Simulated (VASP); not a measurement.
# Cu3Ge (P-6m2) in VASP: single point with LDA

Aim: the single point of Cu3Ge with LDA.

All numbers are computed with VASP 6.6.1; they aren't measurements. Logs are shortened: lines on timing, memory, paths and dates and some standing lists are left out, and cuts for length are marked.

## 1. The cell of the first run

Symmetry: P-6m2, No. 187, hexagonal system. Conventional cell: a = 2.662 Å, b = 2.662 Å, c = 8.007 Å, α = 90.00°, β = 90.00°, γ = 120.00°. Cu (site symmetry -6m2) has 12 Cu at 2.47 to 2.66 Å as nearest neighbours. Cu (site symmetry 3m) is surrounded by 9 Cu at 2.47 to 2.66 Å and 3 Ge at 2.58 Å. Ge (site symmetry -6m2) has 6 Cu at 2.58 Å and 6 Ge at 2.66 Å as nearest neighbours.

The cell comes from a database or a generator and needn't be the stable form of this composition.

## 2. Single point, LDA (relaxed again under DFT LDA, scalar-relativistic, plane waves, PAW)

INCAR

```
SYSTEM = Cu3Ge
PREC = Accurate
ENCUT = 520
EDIFF = 1E-7
ISMEAR = 0
SIGMA = 0.1
LREAL = .FALSE.
LASPH = .TRUE.
NELM = 100
ALGO = Fast
ISIF = 2
LWAVE = .FALSE.
LCHARG = .FALSE.
GGA = CA
NBANDS = 32
```

KPOINTS

```
Automatic mesh
0
G
  18 18 6
  0 0 0
```

POSCAR

```
Cu3Ge
1.0
    2.6624675914      0.0000000000      0.0000000000
   -1.3312337957      2.3057645709      0.0000000000
    0.0000000000      0.0000000000      8.0067379860
Cu Ge
3 1
Direct
    0.0000000000      0.0000000000      0.5000000000
    0.6666666667      0.3333333333      0.7419086675
    0.6666666667      0.3333333333      0.2580913325
    0.0000000000      0.0000000000      0.0000000000
```

Potentials or basis: VASP PAW LDA potentials, release 64 (Cu, Ge_d).

The run is started by

```sh
$ cat potpaw_LDA.64/Cu/POTCAR potpaw_LDA.64/Ge_d/POTCAR > POTCAR
$ mpirun -np 1 vasp_std > vasp.out
```

OUTCAR:

```text
SYSTEM = Cu3Ge
   PREC = Accurate
   ENCUT = 520
   EDIFF = 1E-7
   ISMEAR = 0
   LREAL = .FALSE.
   LASPH = .TRUE.
   NELM = 100
   ISIF = 2
   GGA = CA

 ion  position               nearest neighbor table
   1  0.000  0.000  0.500-   2 2.47   3 2.47   2 2.47   3 2.47   2 2.47   3 2.47
   2  0.667  0.333  0.742-   1 2.47   1 2.47   1 2.47   4 2.58   4 2.58   4 2.58
   3  0.667  0.333  0.258-   1 2.47   1 2.47   1 2.47   4 2.58   4 2.58   4 2.58
   4  0.000  0.000  0.000-   2 2.58   3 2.58   2 2.58   3 2.58   2 2.58   3 2.58

  LATTYP: Found a hexagonal cell.
 ALAT       =     2.6624675914
 C/A-ratio  =     3.0072621398

  Lattice vectors:

 A1 = (   2.6624675914,   0.0000000000,   0.0000000000)
 A2 = (  -1.3312337957,   2.3057645709,   0.0000000000)
 A3 = (   0.0000000000,   0.0000000000,   8.0067379860)

Analysis of symmetry for initial positions (statically):
=====================================================================
 Subroutine PRICEL returns:
 Original cell was already a primitive cell.

 Routine SETGRP: Setting up the symmetry group for a
 hexagonal supercell.

 Subroutine GETGRP returns: Found 12 space group operations
 (whereof 12 operations were pure point group operations)
 out of a pool of 24 trial point group operations.

The static configuration has the point symmetry D_3h.

Analysis of symmetry for dynamics (positions and initial velocities):
=====================================================================
 Subroutine PRICEL returns:
 Original cell was already a primitive cell.

 Routine SETGRP: Setting up the symmetry group for a
 hexagonal supercell.

 Subroutine GETGRP returns: Found 12 space group operations
 (whereof 12 operations were pure point group operations)
 out of a pool of 24 trial point group operations.

The dynamic configuration has the point symmetry D_3h.

 Subroutine INISYM returns: Found 12 space group operations
 (whereof 12 operations are pure point group operations),
 and found     1 'primitive' translations

----------------------------------------------------------------------------------------

                                     Primitive cell

  volume of cell :      49.1536

  direct lattice vectors                    reciprocal lattice vectors
     2.662467591  0.000000000  0.000000000     0.375591426  0.216847811  0.000000000
    -1.331233796  2.305764571  0.000000000     0.000000000  0.433695622  0.000000000
     0.000000000  0.000000000  8.006737986     0.000000000  0.000000000  0.124894808

  length of vectors
     2.662467591  2.662467591  8.006737986     0.433695622  0.433695622  0.124894808

[... 83 lines left out ...]
   NELM   =    100;   NELMIN=  2; NELMDL= -5     # of ELM steps
   EDIFF  = 0.1E-06   stopping-criterion for ELM
   LREAL  =      F    real-space projection
   EDIFFG = 0.1E-05   stopping-criterion for IOM
   NSW    =      0    number of steps for IOM
   IBRION =     -1    ionic relax: 0-MD 1-quasi-New 2-CG
   NFREE  =      0    steps in history (QN), initial steepest desc. (CG)
   ISIF   =      2    stress and relaxation
   ISYM   =      2    0-nonsym 1-usesym 2-fastsym
   POTIM  = 0.5000    time-step for ionic-motion
   TEBEG  =    0.0;   TEEND  =   0.0 temperature during run
   PSTRESS=    0.0 pullay stress
   NELECT =      47.0000    total number of electrons
   NUPDOWN=      -1.0000    fix difference up-down
   EMIN   =  10.00;   EMAX   =-10.00  energy-range for DOS
   EFERMI =   0.00;   METHOD = LEGACY
   ISMEAR =     0;   SIGMA  =   0.10  broadening in eV -4-tet -1-fermi 0-gaus
   EFERMI_NEDOS =   21; number of points for ismear=-14 and -15
   IALGO  =     68    algorithm
   IMIX   =      4    mixing-type and parameters
     AMIX     =   0.40;   BMIX     =  1.00
     AMIX_MAG =   1.60;   BMIX_MAG =  1.00
  volume/ion in A,a.u.               =      12.29        82.93
  Fermi-wavevector in a.u.,A,eV,Ry     =   1.612832  3.047811 35.391845  2.601227
  Thomas-Fermi vector in A             =   2.707999
   LORBIT       =      0    0 simple, 1 ext, 2 COOP (PROOUT), +10 PAW based schemes
   GGA     = CA    functional components
   LHFCALC =     F    Hartree Fock is set to
   AEXX    =    0.0000 exact exchange contribution
   IVDW    =     0    specifies the selected vdW correction
   LEPSILON=     F    determine dielectric tensor
   LRPA    =     F    only Hartree local field effects (RPA)
 non-spin polarized calculation
 RMM-DIIS sequential band-by-band and
 Gauss-broadening in eV      SIGMA  =   0.10
  energy-cutoff  :      520.00
  volume of cell :       49.15
 maximum number of plane-waves:      1356
 NGX is ok and might be reduce to    20
   NGX =  9   NGY =  9   NGZ = 29

 number of electron      47.0000024 magnetization

 Free energy of the ion-electron system (eV)
  ---------------------------------------------------
  ext. energy  EPLUGINS =         0.00000000
  ---------------------------------------------------
  free energy    TOTEN  =       -18.71124906 eV

  energy without entropy =      -18.70341324  energy(sigma->0) =      -18.70733115

 E-fermi :   8.4193     XC(G=0): -13.1519

 val. band max:        8.4186014889   @ k =   0.2222   0.1111   0.3333
 cond. band min:       8.4234719422   @ k =   0.3889   0.1111   0.1667
 fundamental gap:      0.0048704533
 Fermi energy:         8.4193060917

 k-point     1 :       0.0000    0.0000    0.0000
  band No.  band energies     occupation
      1     -16.8184      2.00000
      2     -16.8184      2.00000
      3     -16.7823      2.00000
      4     -16.6133      2.00000
      5     -16.6133      2.00000
      6      -5.7819      2.00000
[... 829 lines left out ...]
     31      18.0093      0.00000
     32      18.6724      0.00000

 [... further k-points ...]
[... 5 lines left out ...]
  --------------------------------------------------------------------------------------
  -------------------------------------------------------------------------------------
  Total        0.2084431      0.2084431      0.2468445      0.0000000      0.0000000      0.0000000
  in kB        6.7942762      6.7942762      8.0459826      0.0000000      0.0000000      0.0000000
  external PRESSURE =       7.2115116 kB  Pullay stress =       0.0000000 kB

 VOLUME and BASIS-vectors are now :
 -----------------------------------------------------------------------------
  energy-cutoff  :      520.00
  volume of cell :       49.15
      direct lattice vectors                 reciprocal lattice vectors
     2.662467591  0.000000000  0.000000000     0.375591426  0.216847811  0.000000000
    -1.331233796  2.305764571  0.000000000     0.000000000  0.433695622  0.000000000
     0.000000000  0.000000000  8.006737986     0.000000000  0.000000000  0.124894808

 POSITION                                       TOTAL-FORCE (eV/Angst)
 -----------------------------------------------------------------------------------
      0.00000      0.00000      4.00337         0.000000      0.000000      0.000000
      1.33123      0.76859      5.94027        -0.000000     -0.000000     -0.001058
      1.33123      0.76859      2.06647        -0.000000      0.000000      0.001058
      0.00000      0.00000      0.00000         0.000000      0.000000      0.000000
 -----------------------------------------------------------------------------------
    total drift:                               -0.000002      0.000001      0.000000

  FREE ENERGIE OF THE ION-ELECTRON SYSTEM (eV)
  ---------------------------------------------------
  free  energy   TOTEN  =       -18.7112490637 eV

  energy  without entropy=      -18.7034132437  energy(sigma->0) =      -18.70733115
```

It took 6.7 min on 1 thread of AMD EPYC 7R43 (Zen 3), shared host; peak memory 0.26 GiB.

Results:

| Property | Result |
| --- | --- |
| Free energy | -18.7112 eV |
| Pressure | 0.7 GPa |
| Band gap on the k mesh | none (metal or under the smearing width) |

Stress tensor (GPa, compression positive):
```
0.68 0.00 0.00
0.00 0.68 0.00
0.00 0.00 0.80
```
